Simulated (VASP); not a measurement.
The cell holds one V (bcc) (110) slab, with vacuum along c, ions free to move until forces fall under 0.03 eV/Å, no reconstruction beyond this cell, dipole correction on.

```
CELL_PARAMETERS angstrom
      2.56187     0.00000     0.00000
     -0.85396     2.41536     0.00000
      0.00000     0.00000    25.10334
ATOMIC_POSITIONS crystal
  V  0.50000 0.50000 0.33844
  V  0.00000 0.00000 0.41684
  V  0.50000 0.50000 0.50000
  V  0.00000 0.00000 0.58316
  V  0.50000 0.50000 0.66156
```

Method: PBEsol GGA, VASP's PBE PAW potentials (set 64) (plane waves; VASP). Settings: 400 eV cut-off, 11×11×1 Γ-centred mesh, first-order Methfessel-Paxton smearing of 0.10 eV, potentials V_sv.

Slab and bulk use different k-meshes, so the surface energy is good to a few per cent at best.

Predict its surface energy, work function, band gap (on the k-mesh).

| Property | Result |
|---|---|
| surface energy | 2.66 J/m² |
| work function | 4.85 eV |
| band gap (on the k-mesh) | none (metal, semimetal or under 0.01 eV) |

The cell is a thin slab with vacuum, built from V (bcc): (110) face. The run is not spin-polarised, so no magnetic state was tried.
